In cubic SiC the total energy settles quickly and smoothly as the k mesh is refined, while the gap jumps up and down and at 9,9,9 is still 0.14 eV too wide. The energy is an average over all wave vectors, and an average forgives a mesh that misses any particular point. The gap is the distance between two single levels, and it comes out right only if the mesh contains the points where those levels lie, or comes very close to them. For the gap, whether the number of divisions is even or odd therefore matters more than how large it is.

VASP 6.6.1, plane-wave DFT with LDA and the PAW potentials Si_GW and C_GW, for the two-atom cell of cubic SiC at fixed geometry, without spin polarisation. The cutoff is 600 eV and the Gaussian smearing 0.02 eV. The sweep value is the k mesh, energies are extrapolated to zero smearing, and gaps are taken from the mesh points.

```
sweep value  energy less tightest (meV/atom)  pressure (GPa)  gap (eV)  force miss (eV/Å)
      3,3,3                           254.26          -2.563     2.411              0.000
      4,4,4                            63.89          -3.707     1.255              0.000
      5,5,5                            17.99          -3.978     1.753              0.000
      6,6,6                             5.52          -4.053     1.303              0.000
      8,8,8                             0.62          -4.093     1.309              0.000
      9,9,9                             0.22          -4.089     1.454              0.000
   12,12,12                             0.01          -4.089     1.310              0.000
   14,14,14                             0.00          -4.087     1.310              0.000
```

Energy, pressure and gap are best read relative to the 14,14,14 mesh. The energy tracked is the one extrapolated to zero smearing; with a gap this wide and so little smearing it coincides with the free energy. N stands for the number of divisions along each axis of the mesh, so that 9,9,9 means N = 9.

**Why the energy settles fast**

Consider first a crystal whose bonds ignore each other. Its occupied bands would be flat, every k point would give the same energy, and one point would do. Real bonds do influence one another, so the band energy varies across the zone, but in an insulator that influence dies off exponentially with distance. A mesh of N divisions treats the crystal as if it repeated after N cells, and its error comes from the influence that still reaches across those N cells.

The same argument can be put in terms of waves. Write the energy of the occupied bands as a sum of waves in k, one for each lattice vector. The mesh average removes every wave except the constant one, which is the wanted answer, and those whose lattice vector is N times another. These survivors are the error, and their size falls exponentially with N, multiplied by some slower power of N.

The numbers bear this out. The energy error falls at every step, and each added division cuts it by a factor of 4.0 between the two coarsest meshes and of a little under 3 between 8,8,8 and 9,9,9. A power law was fitted to the meshes from 3,3,3 to 9,9,9, and so was a plain exponential, which follows them about twice as closely. The slow weakening of the factor is what the extra power of N should produce, though that refined form was not fitted.

The 12,12,12 mesh took no part in either fit and separates them clearly. The power law predicts an error of about 0.05 meV/atom there, the exponential about 0.01, and the table has 0.01. The printed output after this text gives both fits in full.

**The pressure follows the energy**

Pressure is minus the change of energy with volume, so its error is the slope of the energy error with the sign reversed. On the four coarsest meshes the two keep nearly the same ratio: stretching the cell by 1 % in volume lowers the energy error by about 0.4 %. Stretching thus reduces the height of the error but hardly alters how fast it fades with N. A possible reason, not tested here, is that weaker overlap between bonds narrows the bands.

In practice, a coarse mesh adds a spurious outward push. The 3,3,3 mesh gives −2.56 GPa where the finest gives −4.09 GPa, so a cell relaxed on the coarse mesh would come out too large. From 8,8,8 on, the pressures differ by no more than 0.006 GPa and show no trend worth explaining.

**Why the gap jumps**

The highest occupied level of cubic SiC lies at the zone centre Γ, and the lowest empty one at the zone boundary point X. This is well-established band structure. A mesh centred on Γ contains X if N is even and misses it if N is odd. The gap column splits in just this way: from 6,6,6 on, the even meshes agree within 8 meV, while every odd mesh gives too wide a gap.

How far an odd mesh misses can be estimated. Its nearest point to X lies on the line from Γ to X, short of the end by 1/N of the line's length. Near its minimum the empty band rises like a parabola, so the lowest level that the mesh finds is too high by

excess ≈ (ħ²/2m) × (2π/aN)²

Here a is the edge of the cubic cell, 2π/a is the length of the line from Γ to X, and m is the effective mass of an electron moving along that line.

Take 9,9,9 as the example. The two-atom cell has edges of 3.082 Å, so a = √2 × 3.082 Å = 4.36 Å and the line is 2π/a = 1.44 Å⁻¹ long. The mesh stops one ninth of this short of X, at a distance of 0.16 Å⁻¹.

For a free electron ħ²/2m is 3.81 eV Å², and the effective mass is roughly 0.68 of the free one, a recalled value. The excess is then 3.81 × 0.16² / 0.68 ≈ 0.14 eV, as the table has it. No gap from the table was used to set the mass. Since the mass is known here to two figures only, closer agreement would carry no meaning.

The estimate also shows why refining an odd mesh is a poor remedy. The excess shrinks only as 1/N², whereas the energy error shrinks exponentially. Scaled from the 9,9,9 value, an odd mesh would need about 34 divisions, in practice 35, to bring the gap within 10 meV. The even mesh 6,6,6 is already there.

**The coarse meshes that do not fit**

The 4,4,4 mesh contains both Γ and X, yet its gap is 0.055 eV too narrow. In a fixed potential, the level at a given k point does not depend on which other points are in the mesh. The potential itself must therefore differ, because it is built from an electron density averaged over too few points. This second error fades quickly and is down to 7 meV at 6,6,6.

The 5,5,5 mesh should suffer from both errors. The parabola alone gives an excess of 0.466 eV, somewhat above the computed 0.443 eV. If the density error there is the geometric mean of those on the two neighbouring even meshes, it takes off about 0.02 eV and closes most of the difference. That interpolation is an assumption. It has the right sign and size, but a band that rises less steeply than the parabola would have the same effect.

At 3,3,3 the parabola overshoots by 0.19 eV. The nearest mesh point is now a third of the way back from X to Γ, probably too far for a parabola to describe the band well, and the density is at its poorest. Both faults may contribute, and these results do not separate them.

The 3,3,3 gap also holds a trap. At 2.41 eV it lies close to the measured gap, which is roughly 2.4 eV, again a recalled value. The agreement is accidental: with a proper mesh LDA gives 1.31 eV, the underestimate for which this functional is known. The coarse mesh merely adds an error of opposite sign.

**What to do**

Choose the mesh for the quantity that is wanted. For energies of this cell within 1 meV/atom of the finest mesh, 8,8,8 is enough; for pressures within 0.1 GPa, 6,6,6 will do. The force column cannot guide the choice, because both atoms sit on sites where symmetry makes the force vanish on every mesh in the table.

For the gap, first ask where the band edges lie and then whether the mesh contains those points. Here that means an even mesh centred on Γ. The centring is inferred from the steady gaps of the even meshes, so it should be checked in the input before the rule is reused. A safer route is to converge the density on a regular mesh and then compute the levels at Γ and X explicitly.

Take care with automatic convergence tests. A test that accepts a mesh only if all finer ones also keep the gap within 10 meV would reject 6,6,6 and 8,8,8 because 9,9,9 fails, and would settle on 12,12,12. It would be reacting to a missed X point, not to a poorly converged calculation. Comparing even meshes with even ones removes the false alarm.

The analysis program printed:

```
factor by which the energy error falls per added division (steps ending at 4 5 6 8 9): 3.98, 3.551, 3.259, 2.984, 2.818
local power of 1/N in the energy error (same steps): 4.801, 5.68, 6.48, 7.6, 8.797
fit of lnen on 6 rows (div < 10): constant 8.848 +/- 0.18, coefficient of div -1.165 +/- 0.029; rms 0.123, worst 3,3,3 -0.187, leave-one-out rms 0.207
  rows outside the fit (model, value, miss): 12,12,12 -5.135, -4.605, -0.53; 14,14,14 -7.466, -5.298, -2.17
fit of lnen on 6 rows (div < 10): constant 12.98 +/- 0.6, coefficient of lndiv -6.451 +/- 0.34; rms 0.262, worst 3,3,3 0.352, leave-one-out rms 0.468
  rows outside the fit (model, value, miss): 12,12,12 -3.053, -4.605, 1.55; 14,14,14 -4.048, -5.298, 1.25
pressure error over energy error per volume (meshes 3 4 5 6): 0.3872, 0.3842, 0.3914, 0.3979
spread of the pressure from 8 divisions on in GPa: 0.006
gap against the 14 mesh in eV:
       row  gap less tightest  parabola at X  parabola less computed
     3,3,3              1.101          1.294                  0.1927
     4,4,4             -0.055              0                   0.055
     5,5,5              0.443         0.4657                 0.02273
     6,6,6             -0.007              0                   0.007
     8,8,8             -0.001              0                   0.001
     9,9,9              0.144         0.1437              -0.0002548
  12,12,12                  0              0                       0
  14,14,14                  0              0                       0
mass implied by the odd meshes 3 5 9 in electron masses: 0.799, 0.7149, 0.6788
density shift of the gap interpolated to mesh 5 in eV: -0.01962
parabola plus density shift at mesh 5 in eV: 0.4461
divisions an odd mesh would need for a gap within 10 meV (from row 9): 34.15
```
